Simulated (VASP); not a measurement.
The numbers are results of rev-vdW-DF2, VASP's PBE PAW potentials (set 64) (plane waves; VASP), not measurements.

The input files of a VASP run:

### INCAR
```
SYSTEM = WS2
PREC = Accurate; ENCUT = 520; LREAL = F
LASPH = T
EDIFF = 1E-7; NELM = 100; ALGO = Normal
LMAXMIX = 6
ISMEAR = 0; SIGMA = 0.05
GGA = MK; LUSE_VDW = T; AGGAC = 0.0
PARAM1 = 0.1234568; PARAM2 = 0.7114; ZAB_VDW = -1.8867
IBRION = 2; NSW = 30; ISIF = 4
EDIFFG = -0.01
LWAVE = F; LCHARG = F
```

KPOINTS:
```
Automatic mesh
0
Gamma
 8 8 2
```

**POSCAR**
```
WS2
1
    1.5852259102    -2.7456917956     0.0000000000
    1.5852259102     2.7456917956     0.0000000000
    0.0000000000     0.0000000000    12.3576982805
W S
2 4
Direct
  0.3333330000   0.6666670000   0.2500000000
  0.6666670000   0.3333330000   0.7500000000
  0.3333330000   0.6666670000   0.8776440144
  0.6666670000   0.3333330000   0.3776440144
  0.6666670000   0.3333330000   0.1223559856
  0.3333330000   0.6666670000   0.6223559856
```

POTCAR, in this order: W_sv S (PBE.64 set). Program: vasp_std.

**Question.** What will the output report for the number of irreducible k-points (NKPTS), largest plane-wave count, number of space-group operations, FFT grid (NGX, NGY, NGZ)?

**Answer.** 
```yaml
number of irreducible k-points (NKPTS): 20
largest_plane_wave_count: 2918
number_of_space_group_operations: 24
FFT grid (NGX, NGY, NGZ): 24 × 24 × 96
```

The compound is WS2 in the 2H layered structure. This run relaxes it. Symmetry was kept, so distortions that lower it aren't found.
